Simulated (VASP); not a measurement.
```yaml
crystal:
  lattice:
    - [0.00000, 2.77935, 2.77935]
    - [2.77935, 0.00000, 2.77935]
    - [2.77935, 2.77935, 0.00000]
  atoms:
    - { symbol: Mg, position: [0.00000, 0.00000, 0.00000] }
    - { symbol: Se, position: [0.50000, 0.50000, 0.50000] }
```

Calculation: HSEsol screened hybrid, VASP's PBE PAW potentials (set 64) (plane waves; VASP). Settings: 520 eV cut-off, 6×6×6 Γ-centred mesh, Gaussian smearing of 0.050 eV, potentials Mg Se.

### Question
Predict the energy per atom (σ→0), pressure, band gap (on the k-mesh) with the smallest direct gap where there is one.

### Answer

- band gap (on the k-mesh) = 2.52 eV
- smallest direct gap (on the k-mesh) = 3.11 eV
- energy per atom (σ→0) = -4.582 eV/atom
- pressure = -4.45 GPa

The compound is MgSe in the rock salt structure. This cell is one point of a volume scan, at 1.03 of the reference volume. The cell's shape comes from a PBE relaxation.
